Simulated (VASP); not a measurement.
```xyz
1
Lattice="-1.5704 1.5704 1.5704 1.5704 -1.5704 1.5704 1.5704 1.5704 -1.5704" Properties=species:S:1:pos:R:3 pbc="T T T"
Mo     0.0000     0.0000     0.0000
```

Calculation: PBE GGA with D4 dispersion, VASP's PBE PAW potentials (set 64) (plane waves; VASP). Numerical set-up: 520 eV cut-off, 18×18×18 Γ-centred mesh, tetrahedra with Blöchl corrections, potentials Mo_sv.

### Question
Tabulate the total density of states (states/eV per cell) against energy (eV; zero at the valence-band maximum or, without a gap, the Fermi level).

### Answer

```
E (eV) | DOS (states/eV)
    -9.98 |  0.00
    -9.86 |  0.00
    -9.62 |  0.00
    -9.50 |  0.00
    -9.26 |  0.00
    -9.14 |  0.00
    -8.90 |  0.00
    -8.78 |  0.00
    -8.66 |  0.00
    -8.42 |  0.00
    -8.30 |  0.00
    -8.06 |  0.00
    -7.94 |  0.00
    -7.82 |  0.00
    -7.58 |  0.00
    -7.46 |  0.00
    -7.22 |  0.01
    -7.10 |  0.02
    -6.86 |  0.04
    -6.74 |  0.05
    -6.62 | # 0.05
    -6.38 | # 0.07
    -6.26 | # 0.07
    -6.02 | # 0.09
    -5.90 | # 0.10
    -5.78 | # 0.11
    -5.54 | ## 0.15
    -5.42 | ### 0.25
    -5.18 | ####### 0.64
    -5.06 | ########## 0.91
    -4.82 | ############ 1.08
    -4.70 | ############ 1.15
    -4.58 | ############# 1.24
    -4.34 | ################ 1.50
    -4.22 | ################ 1.51
    -3.98 | ############### 1.46
    -3.86 | ############## 1.27
    -3.74 | ########## 0.94
    -3.50 | ####### 0.63
    -3.38 | ############# 1.22
    -3.14 | ##################### 1.95
    -3.02 | ######################## 2.22
    -2.78 | ############### 1.39
    -2.66 | ############# 1.19
    -2.54 | ########### 1.00
    -2.30 | ######### 0.81
    -2.18 | ######### 0.85
    -1.94 | ############### 1.42
    -1.82 | ##################### 2.00
    -1.70 | ####################### 2.19
    -1.46 | ############## 1.32
    -1.34 | ######### 0.80
    -1.10 | ####### 0.62
    -0.98 | ###### 0.57
    -0.74 | ##### 0.51
    -0.62 | ##### 0.50
    -0.50 | ##### 0.51
    -0.26 | ##### 0.51
    -0.14 | ###### 0.53
     0.10 | ####### 0.62
     0.22 | ######### 0.81
     0.34 | ########## 0.93
     0.58 | ########### 1.01
     0.70 | ########### 1.04
     0.94 | ############# 1.23
     1.06 | ############## 1.33
     1.30 | ############## 1.35
     1.42 | ############## 1.30
     1.54 | ############## 1.36
     1.78 | ############### 1.45
     1.90 | ############## 1.35
     2.14 | ################ 1.55
     2.26 | ################### 1.75
     2.38 | ############################## 2.82
     2.62 | ############## 1.31
     2.74 | ############ 1.08
     2.98 | ######### 0.84
     3.10 | ######## 0.78
     3.34 | ######## 0.74
     3.46 | ######## 0.71
```
Within 2 eV below the Fermi level the largest weight inside VASP's projection spheres is Mo d.

The compound is Mo in the bcc structure. It was relaxed first.
